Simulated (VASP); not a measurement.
Calculation: PBE GGA with D3 dispersion (zero damping), VASP's PBE PAW potentials (set 64) (plane waves; VASP).

VASP input:

### INCAR
```
SYSTEM = Ta
PREC = Accurate
ENCUT = 520
EDIFF = 1E-7
NELM = 100
ALGO = Normal
LREAL = .FALSE.
LASPH = .TRUE.
ISMEAR = -5
GGA = PE
IVDW = 11
LMAXMIX = 6
LWAVE = .FALSE.
LCHARG = .TRUE.
LORBIT = 11
NEDOS = 601
ISIF = 2
```

### KPOINTS
```
Automatic mesh
0
Gamma
17 17 17
0 0 0
```

### POSCAR
```
Ta
1
   -1.6425729435     1.6425729435     1.6425729435
    1.6425729435    -1.6425729435     1.6425729435
    1.6425729435     1.6425729435    -1.6425729435
Ta
1
Direct
  0.0000000000   0.0000000000   0.0000000000
```

POTCAR, in this order: Ta_pv (PBE.64 set). Program: vasp_std.

Output of the run:

OSZICAR:
```
       N       E                     dE             d eps       ncg     rms          rms(c)
DAV:   1     0.463809388399E+02    0.46381E+02   -0.66403E+03  2978   0.117E+03
DAV:   2    -0.115740017302E+02   -0.57955E+02   -0.57243E+02  3755   0.245E+02
DAV:   3    -0.122466411200E+02   -0.67264E+00   -0.66260E+00  3333   0.269E+01
DAV:   4    -0.122505256453E+02   -0.38845E-02   -0.38635E-02  3352   0.182E+00
DAV:   5    -0.122505514463E+02   -0.25801E-04   -0.25476E-04  3329   0.125E-01    0.139E+01
DAV:   6    -0.119077277614E+02    0.34282E+00   -0.37841E-01  3077   0.758E+00    0.683E+00
DAV:   7    -0.118026606229E+02    0.10507E+00   -0.31974E-01  3110   0.662E+00    0.392E-01
DAV:   8    -0.118013927297E+02    0.12679E-02   -0.39153E-03  3204   0.826E-01    0.108E-01
DAV:   9    -0.118013870456E+02    0.56841E-05   -0.12493E-04  3157   0.145E-01    0.331E-02
DAV:  10    -0.118013818028E+02    0.52428E-05   -0.47169E-06  3382   0.315E-02    0.540E-03
DAV:  11    -0.118013813335E+02    0.46926E-06   -0.23697E-07  3196   0.687E-03    0.477E-04
DAV:  12    -0.118013812629E+02    0.70589E-07   -0.23105E-09  1554   0.612E-04
   1 F= -.12402646E+02 E0= -.12402646E+02  d E =0.000000E+00
```

File OUTCAR:
```
------------------------ aborting loop because EDIFF is reached ----------------------------------------
 Edisp (eV)   -0.60126
  FORCE on cell =-STRESS in cart. coord.  units (eV):
  Direction    XX          YY          ZZ          XY          YZ          ZX
  --------------------------------------------------------------------------------------
  Total      -0.01906    -0.01906    -0.01906     0.00000     0.00000    -0.00000
  in kB      -1.72269    -1.72269    -1.72269     0.00000     0.00000    -0.00000
  external pressure =       -1.72 kB  Pullay stress =        0.00 kB
  volume of cell :       17.73
      direct lattice vectors                 reciprocal lattice vectors
    -1.642572944  1.642572944  1.642572944     0.000000000  0.304400485  0.304400485
     1.642572944 -1.642572944  1.642572944     0.304400485  0.000000000  0.304400485
     1.642572944  1.642572944 -1.642572944     0.304400485  0.304400485  0.000000000
 POSITION                                       TOTAL-FORCE (eV/Angst)
 -----------------------------------------------------------------------------------
      0.00000      0.00000      0.00000        -0.000000      0.000000      0.000000
 -----------------------------------------------------------------------------------
    total drift:                                0.000000     -0.000000     -0.000000
  FREE ENERGIE OF THE ION-ELECTRON SYSTEM (eV)
  ---------------------------------------------------
  free  energy   TOTEN  =       -12.4026460009 eV

  energy  without entropy=      -12.4026460009  energy(sigma->0) =      -12.40264600

 total charge

# of ion       s       p       d       tot
------------------------------------------
    1        0.375   6.175   2.414   8.964
```
(Selected blocks of OUTCAR.)

For a metal the tetrahedron method with Blöchl corrections gives inexact stress and forces.

The compound is Ta in the bcc structure. It was relaxed first.
